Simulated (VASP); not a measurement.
An input for Quantum ESPRESSO's pw.x (written as the equivalent of a VASP run, and not itself run):

```
&CONTROL
  calculation = 'vc-relax'
  pseudo_dir = './pseudo'
  outdir = './out'
  tprnfor = .true.
  tstress = .true.
  nstep = 40
  forc_conv_thr = 0.00078
/
&SYSTEM
  ibrav = 0
  nat = 3
  ntyp = 2
  ecutwfc = 74
  occupations = 'smearing'
  smearing = 'methfessel-paxton'
  degauss = 0.00735
  input_dft = 'pbe'
/
&ELECTRONS
  conv_thr = 7.3e-08
  electron_maxstep = 100
/
&IONS
/
&CELL
  press = 200
/
ATOMIC_SPECIES
  Si 28.085 Si.upf
  W 183.840 W.upf
CELL_PARAMETERS angstrom
    -1.5695141    1.5695141    3.8506879
     1.5695141   -1.5695141    3.8506879
     1.5695141    1.5695141   -3.8506879
ATOMIC_POSITIONS crystal
  Si   0.6666618  0.6666618  0.0000000
  Si   0.3333382  0.3333382  1.0000000
  W    1.0000000  1.0000000  1.0000000
K_POINTS automatic
  14 14 14 0 0 0
```

### Question
Write the VASP files for the same calculation (PBE).

### Answer
Several could match; the one computed here: 
File POSCAR:
```
WSi2
1
   -1.5695141332     1.5695141332     3.8506878704
    1.5695141332    -1.5695141332     3.8506878704
    1.5695141332     1.5695141332    -3.8506878704
Si W
2 1
Direct
  0.6666617677   0.6666617677   0.0000000000
  0.3333382323   0.3333382323   1.0000000000
  1.0000000000   1.0000000000   1.0000000000
```

**INCAR**
```
# general
SYSTEM   =  WSi2
PREC     =  Accurate
ENCUT    =  500
LREAL    =  .FALSE.
LASPH    =  .TRUE.

# electronic loop
EDIFF    =  1E-6
NELM     =  100
ALGO     =  Normal
LMAXMIX  =  6

# smearing
ISMEAR   =  1
SIGMA    =  0.1

# functional
GGA      =  PE

# ions
IBRION   =  2
NSW      =  40
ISIF     =  3
EDIFFG   =  -0.02
PSTRESS  =  200

# output
LWAVE    =  .FALSE.
LCHARG   =  .FALSE.
```

File KPOINTS:
```
Automatic mesh
0
G
  14 14 14
0 0 0
```

POTCAR, in this order: Si W_sv (PBE.64 set). Program: vasp_std.

What does not carry over: the potentials are each code's own (VASP's PAW set, PseudoDojo norm-conserving files in pw.x), so ENCUT and ecutwfc are chosen apart and not converted; conv_thr bounds pw.x's estimated SCF error, while EDIFF bounds the energy change between steps; forc_conv_thr acts on force components and is met together with etot_conv_thr.

The compound is WSi2 in the MoSi2 type structure. This run relaxes it under an external pressure of 20 GPa. Symmetry was kept, so distortions that lower it aren't found.
